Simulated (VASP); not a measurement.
A VASP calculation is set up with these files.

File POSCAR:
```
Al2Pd2
1
   -0.0000000000     2.0370830814     2.0370830814
    2.0370830814    -0.0000000000     2.0370830814
    7.5203539450     7.5203539450     0.6279783807
Pd Al
2 2
Direct
  0.0176155846   0.0176155846   0.9867883115
  0.9823844154   0.9823844154   0.2632116885
  0.0158910196   0.0158910196   0.4880817353
  0.9841089804   0.9841089804   0.7619182647
```

File KPOINTS:
```
K-points
0
Gamma
 15 15 4
```

### INCAR
```
! general
SYSTEM  = Al2Pd2
PREC    = Accurate
ENCUT   = 400
LREAL   = .FALSE.
LASPH   = .TRUE.

! electronic loop
EDIFF   = 1E-7
NELM    = 100
ALGO    = Normal
LMAXMIX = 4

! smearing
ISMEAR  = -5

! functional
GGA     = PS

! ions
ISIF    = 2

! output
LWAVE   = .FALSE.
LCHARG  = .TRUE.
LORBIT  = 11
NEDOS   = 601

! other
LEFG    = .TRUE.
```

POTCAR, in this order: Pd Al (PBE.64 set). Program: vasp_std.

Q: Write an equivalent input for Quantum ESPRESSO's pw.x.

A: One equivalent input (not run):
```
&CONTROL
  calculation = 'scf'
  pseudo_dir = './pseudo'
  outdir = './out'
  tprnfor = .true.
  tstress = .true.
/
&SYSTEM
  ibrav = 0
  nat = 4
  ntyp = 2
  ecutwfc = 82
  occupations = 'tetrahedra'
  input_dft = 'pbesol'
/
&ELECTRONS
  conv_thr = 7.3e-09
  electron_maxstep = 100
/
ATOMIC_SPECIES
  Pd 106.420 Pd.upf
  Al 26.982 Al.upf
CELL_PARAMETERS angstrom
    -0.0000000    2.0370831    2.0370831
     2.0370831   -0.0000000    2.0370831
     7.5203539    7.5203539    0.6279784
ATOMIC_POSITIONS crystal
  Pd   0.0176156  0.0176156  0.9867883
  Pd   0.9823844  0.9823844  0.2632117
  Al   0.0158910  0.0158910  0.4880817
  Al   0.9841090  0.9841090  0.7619183
K_POINTS automatic
  15 15 4 0 0 0
```
The two are equivalent in intent, not identical: the potentials are each code's own (VASP's PAW set, PseudoDojo norm-conserving files in pw.x), so ENCUT and ecutwfc are chosen apart and not converted; conv_thr bounds pw.x's estimated SCF error, while EDIFF bounds the energy change between steps; the field gradients of LEFG aren't asked of the other code.

The structure was generated: Al2Pd2 was put into an ordered model structure (R-3m), which need not be its known phase. It was relaxed first.
